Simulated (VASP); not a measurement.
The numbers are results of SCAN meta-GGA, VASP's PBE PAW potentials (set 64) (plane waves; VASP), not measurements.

Input for VASP

### INCAR
```
SYSTEM = CoSi2
PREC = Accurate; ENCUT = 520; LREAL = .FALSE.
LASPH = .TRUE.
EDIFF = 1E-7; NELM = 100; ALGO = Normal
LMAXMIX = 4; LMIXTAU = .TRUE.
ISMEAR = 1; SIGMA = 0.1
METAGGA = SCAN
ISIF = 2
LWAVE = .FALSE.; LCHARG = .FALSE.
```

KPOINTS:
```
kpoints
0
G
  10 10 10
0 0 0
```

File POSCAR:
```
CoSi2
3.7105880
  0.0000000000   0.7071067807   0.7071067807
  0.7071067807   0.0000000000   0.7071067807
  0.7071067807   0.7071067807   0.0000000000
Co Si
1 2
direct
  0.0000000000   0.0000000000   0.0000000000
  0.2500000000   0.2500000000   0.2500000000
  0.7500000000   0.7500000000   0.7500000000
```

POTCAR, in this order: Co Si (PBE.64 set). Program: vasp_std.

The run wrote:

**OSZICAR**
```
       N       E                     dE             d eps       ncg     rms          rms(c)
DAV:   1     0.529748863830E+02    0.52975E+02   -0.72798E+03  1136   0.141E+03
DAV:   2    -0.378462421623E+02   -0.90821E+02   -0.85299E+02  1144   0.267E+02
DAV:   3    -0.422749237951E+02   -0.44287E+01   -0.42384E+01  1448   0.694E+01
DAV:   4    -0.423714088894E+02   -0.96485E-01   -0.96324E-01  1324   0.945E+00
DAV:   5    -0.423744907206E+02   -0.30818E-02   -0.30812E-02  1492   0.181E+00    0.171E+01
DAV:   6    -0.438162388738E+02   -0.14417E+01   -0.46788E+01  1316   0.154E+02    0.179E+01
DAV:   7    -0.384267350675E+02    0.53895E+01   -0.16991E+01  1472   0.109E+02    0.445E+00
DAV:   8    -0.385448313892E+02   -0.11810E+00   -0.18270E+00  1660   0.197E+01    0.326E+00
DAV:   9    -0.384821311455E+02    0.62700E-01   -0.50900E-01  1352   0.139E+01    0.576E-01
DAV:  10    -0.384676742104E+02    0.14457E-01   -0.13580E-01  1128   0.564E+00    0.453E-01
DAV:  11    -0.384784695642E+02   -0.10795E-01   -0.67611E-02  1140   0.406E+00    0.166E-01
DAV:  12    -0.384746845113E+02    0.37851E-02   -0.16115E-02  1168   0.176E+00    0.816E-02
DAV:  13    -0.384743184530E+02    0.36606E-03   -0.23646E-03  1260   0.593E-01    0.663E-02
DAV:  14    -0.384741407588E+02    0.17769E-03   -0.11487E-03  1208   0.550E-01    0.158E-02
DAV:  15    -0.384741747350E+02   -0.33976E-04   -0.19519E-04  1220   0.214E-01    0.986E-03
DAV:  16    -0.384741704393E+02    0.42956E-05   -0.46239E-05  1204   0.107E-01    0.479E-03
DAV:  17    -0.384741648014E+02    0.56379E-05   -0.82575E-06  1252   0.456E-02    0.223E-03
DAV:  18    -0.384741664694E+02   -0.16680E-05   -0.47659E-07  1388   0.117E-02    0.804E-04
DAV:  19    -0.384741661781E+02    0.29133E-06   -0.18586E-07   860   0.628E-03    0.101E-03
DAV:  20    -0.384741663911E+02   -0.21304E-06   -0.53501E-08   664   0.532E-03    0.174E-04
DAV:  21    -0.384741662698E+02    0.12132E-06   -0.15136E-08   652   0.184E-03    0.983E-05
DAV:  22    -0.384741664026E+02   -0.13280E-06   -0.99621E-09   636   0.179E-03    0.158E-04
DAV:  23    -0.384741663094E+02    0.93162E-07   -0.15592E-09   624   0.647E-04
   1 F= -.38474166E+02 E0= -.38474086E+02  d E =-.241630E-03
```

File OUTCAR:
```
------------------------ aborting loop because EDIFF is reached ----------------------------------------
  FORCE on cell =-STRESS in cart. coord.  units (eV):
  Direction    XX          YY          ZZ          XY          YZ          ZX
  --------------------------------------------------------------------------------------
  Total        1.4152101      1.4152101      1.4152101      0.0000000      0.0000000     -0.0000000
  in kB       62.7651099     62.7651099     62.7651099      0.0000000      0.0000000     -0.0000000
  external PRESSURE =      62.7651099 kB  Pullay stress =       0.0000000 kB
  volume of cell :       36.13
      direct lattice vectors                 reciprocal lattice vectors
     0.000000000  2.623781935  2.623781935    -0.190564617  0.190564617  0.190564617
     2.623781935  0.000000000  2.623781935     0.190564617 -0.190564617  0.190564617
     2.623781935  2.623781935  0.000000000     0.190564617  0.190564617 -0.190564617
 POSITION                                       TOTAL-FORCE (eV/Angst)
 -----------------------------------------------------------------------------------
      0.00000      0.00000      0.00000        -0.000000     -0.000000     -0.000000
      1.31189      1.31189      1.31189         0.000000      0.000000      0.000000
      3.93567      3.93567      3.93567        -0.000000     -0.000000     -0.000000
 -----------------------------------------------------------------------------------
    total drift:                               -0.000000     -0.000000      0.000000
  FREE ENERGIE OF THE ION-ELECTRON SYSTEM (eV)
  ---------------------------------------------------
  free  energy   TOTEN  =       -38.4741663094 eV

  energy  without entropy=      -38.4739246792  energy(sigma->0) =      -38.47408577
```
(Selected blocks of OUTCAR.)

The compound is CoSi2 in the fluorite structure. This cell is one point of a volume scan, at 0.97 of the reference volume. The run is not spin-polarised, so no magnetic state was tried. The electron count is odd and the run is not spin-polarised, which forces a metal.
